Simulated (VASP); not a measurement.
Data:

```xyz
3
Lattice="0.0000 3.3354 3.3354 3.3354 0.0000 3.3354 3.3354 3.3354 0.0000" Properties=species:S:1:pos:R:3 pbc="T T T"
Na     1.6677     1.6677     1.6677
Na     5.0031     5.0031     5.0031
S      0.0000     0.0000     0.0000
```

All values below come from PBE GGA, VASP's PBE PAW potentials (set 64) (plane waves; VASP). Settings: 400 eV cut-off, 5×5×5 Γ-centred mesh, Gaussian smearing of 0.050 eV, potentials Na_pv S.

Question: Predict the energy per atom (σ→0), pressure, band gap (on the k-mesh) with the smallest direct gap where there is one.

Answer: 
```json
{
  "band gap (on the k-mesh)": "2.30 eV",
  "smallest direct gap (on the k-mesh)": "2.30 eV",
  "energy per atom (σ→0)": "-3.321 eV/atom",
  "pressure": "-1.34 GPa"
}
```

The absolute energy has meaning only against runs of the same code, potentials and settings.

The compound is Na2S in the antifluorite structure. The cell was not relaxed at this level.
